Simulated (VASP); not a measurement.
Output of a VASP run:

File OUTCAR:
```
 ion  position               nearest neighbor table
   1  0.667  0.333  0.500-   4 2.52   4 2.52   4 2.52   3 2.53
   2  0.333  0.667  0.000-   3 2.52   3 2.52   3 2.52   4 2.53
   3  0.667  0.333  0.877-   2 2.52   2 2.52   2 2.52   1 2.53
   4  0.333  0.667  0.377-   1 2.52   1 2.52   1 2.52   2 2.53
  LATTYP: Found a hexagonal cell.
 ALAT       =     4.1259053208
 C/A-ratio  =     1.6247151216
 Subroutine PRICEL returns:
 Original cell was already a primitive cell.
 Subroutine GETGRP returns: Found 12 space group operations
The static configuration has the point symmetry C_3v.
 The point group associated with its full space group is C_6v.
The dynamic configuration has the point symmetry C_3v.
 Subroutine INISYM returns: Found 12 space group operations
 Subroutine IBZKPT returns following result:
 Found     21 irreducible k-points:

 Following reciprocal coordinates:
            Coordinates               Weight
  0.000000  0.000000  0.000000      1.000000
  0.166667  0.000000  0.000000      6.000000
  0.333333  0.000000  0.000000      6.000000
  0.500000  0.000000  0.000000      3.000000
  0.166667  0.166667  0.000000      6.000000
  0.333333  0.166667  0.000000     12.000000
  0.333333  0.333333  0.000000      2.000000
  0.000000  0.000000  0.250000      2.000000
  0.166667  0.000000  0.250000     12.000000
  0.333333  0.000000  0.250000     12.000000
  0.500000  0.000000  0.250000      6.000000
  0.166667  0.166667  0.250000     12.000000
  0.333333  0.166667  0.250000     24.000000
  0.333333  0.333333  0.250000      4.000000
  0.000000  0.000000  0.500000      1.000000
  0.166667  0.000000  0.500000      6.000000
  0.333333  0.000000  0.500000      6.000000
  0.500000  0.000000  0.500000      3.000000
  0.166667  0.166667  0.500000      6.000000
  0.333333  0.166667  0.500000     12.000000
  0.333333  0.333333  0.500000      2.000000
   k-points           NKPTS =     21   k-points in BZ     NKDIM =     21   number of bands    NBANDS=     22
   number of dos      NEDOS =    301   number of ions     NIONS =      4
   total plane-waves  NPLWV =  43200
   dimension x,y,z NGX =    30 NGY =   30 NGZ =   48
   dimension x,y,z NGXF=    60 NGYF=   60 NGZF=   96
   ions per type =               2   2
   PREC   = accura    normal or accurate (medium, high low for compatibility)
   ISTART =      0    job   : 0-new  1-cont  2-samecut
   ICHARG =      2    charge: 1-file 2-atom 10-const
   ISPIN  =      1    spin polarized calculation?
   LNONCOLLINEAR =      F non collinear calculations
   LSORBIT =      F    spin-orbit coupling
   INIWAV =      1    electr: 0-lowe 1-rand  2-diag
   ENCUT  =  480.0 eV  35.28 Ry    5.94 a.u.   7.37  7.37 11.97*2*pi/ulx,y,z
   NELM   =    100;   NELMIN=  2; NELMDL= -5     # of ELM steps
   EDIFF  = 0.1E-06   stopping-criterion for ELM
   LREAL  =      F    real-space projection
   NLSPLINE    = F    spline interpolate recip. space projectors
   LMAXMIX     =    4 max onsite mixed and CHGCAR
   VOSKOWN=      0    Vosko Wilk Nusair interpolation
   EDIFFG = 0.1E-05   stopping-criterion for IOM
   NSW    =      0    number of steps for IOM
   NBLOCK =      1;   KBLOCK =      1    inner block; outer block
   IBRION =     -1    ionic relax: 0-MD 1-quasi-New 2-CG
   NFREE  =      0    steps in history (QN), initial steepest desc. (CG)
   ISIF   =      2    stress and relaxation
   ISYM   =      2    0-nonsym 1-usesym 2-fastsym
   TEIN   =    0.0    initial temperature
   TEBEG  =    0.0;   TEEND  =   0.0 temperature during run
   SMASS  =  -3.00    Nose mass-parameter (am)
   PSTRESS=    0.0 pullay stress
   NELECT =      36.0000    total number of electrons
   EFERMI =   0.00;   METHOD = LEGACY
   ISMEAR =     0;   SIGMA  =   0.05  broadening in eV -4-tet -1-fermi 0-gaus
   IALGO  =     38    algorithm
   LDIAG  =      T    sub-space diagonalisation (order eigenvalues)
   IMIX   =      4    mixing-type and parameters
     AMIX     =   0.40;   BMIX     =  1.00
     AMIX_MAG =   1.60;   BMIX_MAG =  1.00
...
```

File OSZICAR:
```
       N       E                     dE             d eps       ncg     rms          rms(c)
DAV:   1     0.236188708567E+03    0.23619E+03   -0.17115E+04   924   0.141E+03
DAV:   2    -0.857571920482E+00   -0.23705E+03   -0.23259E+03  1008   0.351E+02
DAV:   3    -0.144714011150E+02   -0.13614E+02   -0.13560E+02  1128   0.833E+01
DAV:   4    -0.146235611221E+02   -0.15216E+00   -0.15205E+00  1074   0.881E+00
DAV:   5    -0.146260430416E+02   -0.24819E-02   -0.24818E-02  1122   0.110E+00    0.116E+01
DAV:   6    -0.136583801337E+02    0.96766E+00   -0.24185E+00  1204   0.178E+01    0.896E+00
DAV:   7    -0.136400841432E+02    0.18296E-01   -0.81171E-01  1086   0.541E+00    0.378E+00
DAV:   8    -0.136316641805E+02    0.84200E-02   -0.13589E-01  1122   0.405E+00    0.563E-01
DAV:   9    -0.136296725346E+02    0.19916E-02   -0.23841E-02  1156   0.209E+00    0.166E-01
DAV:  10    -0.136295828514E+02    0.89683E-04   -0.16519E-03  1124   0.479E-01    0.898E-02
DAV:  11    -0.136296037002E+02   -0.20849E-04   -0.11598E-04  1086   0.765E-02    0.881E-02
DAV:  12    -0.136296207522E+02   -0.17052E-04   -0.28222E-05  1104   0.262E-02    0.538E-02
DAV:  13    -0.136296744976E+02   -0.53745E-04   -0.57737E-05   954   0.431E-02    0.513E-02
DAV:  14    -0.136296716562E+02    0.28414E-05   -0.35790E-06  1226   0.202E-02    0.360E-02
DAV:  15    -0.136296682931E+02    0.33631E-05   -0.12163E-05   996   0.170E-02    0.183E-02
DAV:  16    -0.136296685507E+02   -0.25758E-06   -0.56306E-07  1014   0.700E-03    0.100E-02
DAV:  17    -0.136296686385E+02   -0.87820E-07   -0.64576E-08   588   0.176E-03
   1 F= -.13629669E+02 E0= -.13629669E+02  d E =-.521284E-13
```

File OUTCAR:
```
------------------------ aborting loop because EDIFF is reached ----------------------------------------
  FORCE on cell =-STRESS in cart. coord.  units (eV):
  Direction    XX          YY          ZZ          XY          YZ          ZX
  --------------------------------------------------------------------------------------
  Total        0.2275261      0.2275260      0.2504128      0.0000000      0.0000000      0.0000000
  in kB        3.6887236      3.6887232      4.0597701      0.0000000      0.0000000      0.0000000
  external PRESSURE =       3.8124056 kB  Pullay stress =       0.0000000 kB
  volume of cell :       98.82
      direct lattice vectors                 reciprocal lattice vectors
     2.062952734 -3.573138779  0.000000000     0.242371040 -0.139932992  0.000000000
     2.062952734  3.573138779  0.000000000     0.242371040  0.139932992  0.000000000
     0.000000000  0.000000000  6.703420765     0.000000000  0.000000000  0.149177567
  FREE ENERGIE OF THE ION-ELECTRON SYSTEM (eV)
  ---------------------------------------------------
  free  energy   TOTEN  =       -13.6296686385 eV

  energy  without entropy=      -13.6296686385  energy(sigma->0) =      -13.62966864
```
(Selected blocks of OUTCAR.)

### POSCAR
```
CdS
1
    2.0629527340    -3.5731387789     0.0000000000
    2.0629527340     3.5731387789    -0.0000000000
   -0.0000000000    -0.0000000000     6.7034207650
Cd S
2 2
Direct
  0.6666670000   0.3333330000   0.5000177328
  0.3333330000   0.6666670000   0.0000177328
  0.6666670000   0.3333330000   0.8769822672
  0.3333330000   0.6666670000   0.3769822672
```

**Question.** Reconstruct the remaining input files.

**Answer.** Several could match; the one computed here: the input of the run itself, PBEsol GGA, plane waves, VASP's PBE PAW potentials (set 64).

### INCAR
```
! general
SYSTEM =CdS
PREC   =Accurate
ENCUT  =480   ! plane-wave cut-off (eV)
LREAL  =.FALSE.   ! projection in real space or not
LASPH  =.TRUE.

! electronic loop
EDIFF  =1E-7   ! SCF stop (eV)
NELM   =100   ! most electronic steps
ALGO   =Normal
LMAXMIX=4

! smearing
ISMEAR =0
SIGMA  =0.05

! functional
GGA    =PS

! ions
ISIF   =2   ! forces and stress, cell fixed

! output
LWAVE  =.FALSE.
LCHARG =.FALSE.
```

File KPOINTS:
```
Automatic mesh
0
Gamma
6 6 4
0 0 0
```

POTCAR, in this order: Cd S (PBE.64 set). Program: vasp_std.

The compound is CdS in the wurtzite structure. It was relaxed first.
